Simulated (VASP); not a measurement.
Level of theory: LDA (Ceperley-Alder, Perdew-Zunger), VASP's LDA PAW potentials (set 64) (plane waves; VASP).

A VASP calculation is set up with these files.

File POSCAR:
```
C
1
    0.0000000000     1.7667625060     1.7667625060
    1.7667625060     0.0000000000     1.7667625060
    1.7667625060     1.7667625060     0.0000000000
C
2
Direct
  0.0000000000   0.0000000000   0.0000000000
  0.2500000000   0.2500000000   0.2500000000
```

**KPOINTS**
```
K-points
0
G
13 13 13
0 0 0
```

INCAR:
```
SYSTEM = C
PREC = Accurate
ENCUT = 620
EDIFF = 1E-6
NELM = 100
ALGO = Normal
LREAL = .FALSE.
LASPH = .TRUE.
ISMEAR = 0
SIGMA = 0.05
LWAVE = .FALSE.
LCHARG = .FALSE.
IBRION = 2
ISIF = 3
NSW = 40
EDIFFG = -0.02
PSTRESS = 50
```

POTCAR, in this order: C (LDA.64 set). Program: vasp_std.

Output

**OSZICAR**
```
       N       E                     dE             d eps       ncg     rms          rms(c)
DAV:   1     0.181546739532E+01    0.18155E+01   -0.55972E+03  1376   0.114E+03
DAV:   2    -0.209625107856E+02   -0.22778E+02   -0.22118E+02  2112   0.126E+02
DAV:   3    -0.211167702477E+02   -0.15426E+00   -0.15426E+00  1432   0.135E+01
DAV:   4    -0.211171875710E+02   -0.41732E-03   -0.41732E-03  1928   0.613E-01
DAV:   5    -0.211171876973E+02   -0.12628E-06   -0.12628E-06  1416   0.819E-03    0.587E+00
DAV:   6    -0.204775680408E+02    0.63962E+00   -0.51892E-01  1384   0.561E+00    0.341E+00
DAV:   7    -0.202549666147E+02    0.22260E+00   -0.57322E-01  1632   0.588E+00    0.766E-01
DAV:   8    -0.202541497694E+02    0.81685E-03   -0.23831E-03  1376   0.603E-01    0.263E-02
DAV:   9    -0.202541492677E+02    0.50174E-06   -0.12312E-05  1656   0.391E-02    0.238E-02
DAV:  10    -0.202541504631E+02   -0.11954E-05   -0.51276E-07  1392   0.840E-03    0.344E-03
DAV:  11    -0.202541504517E+02    0.11392E-07   -0.20553E-08   704   0.145E-03
   1 F= -.19909940E+02 E0= -.19909940E+02  d E =-.199099E+02
       N       E                     dE             d eps       ncg     rms          rms(c)
DAV:   1    -0.202471064549E+02    0.70440E-02   -0.19352E-01  1544   0.457E+00    0.400E-01
DAV:   2    -0.202448359775E+02    0.22705E-02   -0.20462E-03  1432   0.438E-01    0.206E-01
DAV:   3    -0.202439787572E+02    0.85722E-03   -0.19058E-03  1472   0.343E-01    0.293E-02
DAV:   4    -0.202439735407E+02    0.52165E-05   -0.46458E-06  1336   0.298E-02    0.193E-02
DAV:   5    -0.202439704000E+02    0.31407E-05   -0.45513E-07   976   0.101E-02    0.138E-03
DAV:   6    -0.202439704053E+02   -0.52770E-08   -0.52488E-09   672   0.866E-04
   2 F= -.19908265E+02 E0= -.19908265E+02  d E =0.167540E-02
       N       E                     dE             d eps       ncg     rms          rms(c)
DAV:   1    -0.202534244701E+02   -0.94541E-02   -0.64363E-02  1512   0.262E+00    0.230E-01
DAV:   2    -0.202526666828E+02    0.75779E-03   -0.68857E-04  1448   0.256E-01    0.119E-01
DAV:   3    -0.202523794434E+02    0.28724E-03   -0.64156E-04  1448   0.198E-01    0.162E-02
DAV:   4    -0.202523778967E+02    0.15467E-05   -0.16095E-06  1336   0.176E-02    0.116E-02
DAV:   5    -0.202523766193E+02    0.12774E-05   -0.19643E-07   784   0.645E-03    0.737E-04
DAV:   6    -0.202523766208E+02   -0.14929E-08   -0.36830E-09   672   0.816E-04
   3 F= -.19911757E+02 E0= -.19911757E+02  d E =-.181659E-02
```

OUTCAR:
```
------------------------ aborting loop because EDIFF is reached ----------------------------------------
  FORCE on cell =-STRESS in cart. coord.  units (eV):
  Direction    XX          YY          ZZ          XY          YZ          ZX
  --------------------------------------------------------------------------------------
  Total        0.3393219      0.3393219      0.3393219      0.0000000     -0.0000000      0.0000000
  in kB       49.8094553     49.8094553     49.8094553      0.0000000     -0.0000000      0.0000000
  external PRESSURE =      -0.1905447 kB  Pullay stress =      50.0000000 kB
  volume of cell :       10.91
      direct lattice vectors                 reciprocal lattice vectors
    -0.000000000  1.760598060  1.760598060    -0.283994406  0.283994406  0.283994406
     1.760598060 -0.000000000  1.760598060     0.283994406 -0.283994406  0.283994406
     1.760598060  1.760598060  0.000000000     0.283994406  0.283994406 -0.283994406
 POSITION                                       TOTAL-FORCE (eV/Angst)
 -----------------------------------------------------------------------------------
      0.00000      0.00000      0.00000         0.000000     -0.000000      0.000000
      0.88030      0.88030      0.88030        -0.000000      0.000000     -0.000000
 -----------------------------------------------------------------------------------
    total drift:                                0.000000      0.000000      0.000000
  FREE ENERGIE OF THE ION-ELECTRON SYSTEM (eV)
  ---------------------------------------------------
  free  energy   TOTEN  =       -20.2523766208 eV

  energy  without entropy=      -20.2523766208  energy(sigma->0) =      -20.25237662
  enthalpy is  TOTEN    =       -19.9117566756 eV   P V=        0.3406199453

 reached required accuracy - stopping structural energy minimisation
```
(Selected blocks of OUTCAR.)

### CONTCAR
```
C
   1.00000000000000
    -0.0000000000000000    1.7605980604251819    1.7605980604251819
     1.7605980604251819   -0.0000000000000000    1.7605980604251819
     1.7605980604251819    1.7605980604251819    0.0000000000000000
  C
     2
Direct
     0.0000000000000000    0.0000000000000000    0.0000000000000000
     0.2500000000000000    0.2500000000000000    0.2500000000000000
```

The compound is C in the diamond structure. This run relaxes it under an external pressure of 5 GPa. Symmetry was kept, so distortions that lower it aren't found.
